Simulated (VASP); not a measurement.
Input:

```xyz
3
Lattice="-1.6480 1.6480 3.9974 1.6480 -1.6480 3.9974 1.6480 1.6480 -3.9974" Properties=species:S:1:pos:R:3 pbc="T T T"
Si     0.0000     0.0000     5.3123
Si     0.0000     0.0000     2.6825
W      0.0000     0.0000     0.0000
```

Calculation: vdW-DF2, VASP's PBE PAW potentials (set 64) (plane waves; VASP 6.6.1). Settings: 520 eV cut-off, 15×15×15 Γ-centred mesh, tetrahedra with Blöchl corrections, potentials Si W_sv.

The cores are frozen, which limits the accuracy of field gradients.

Q: Give the principal components of the electric field gradient (V/Å²) and the asymmetry η at each nucleus.

A: 
```json
[
 {"atom": "Si1", "Vxx": "3.5", "Vyy": "3.5", "Vzz": "-7.0", "η": "0.00"},
 {"atom": "Si2", "Vxx": "3.5", "Vyy": "3.5", "Vzz": "-7.0", "η": "0.00"},
 {"atom": "W3", "Vxx": "64.6", "Vyy": "64.6", "Vzz": "-129.2", "η": "0.00"}
]
```

The compound is WSi2 in the MoSi2 type structure. It was relaxed first, which changed the volume by +8 %.
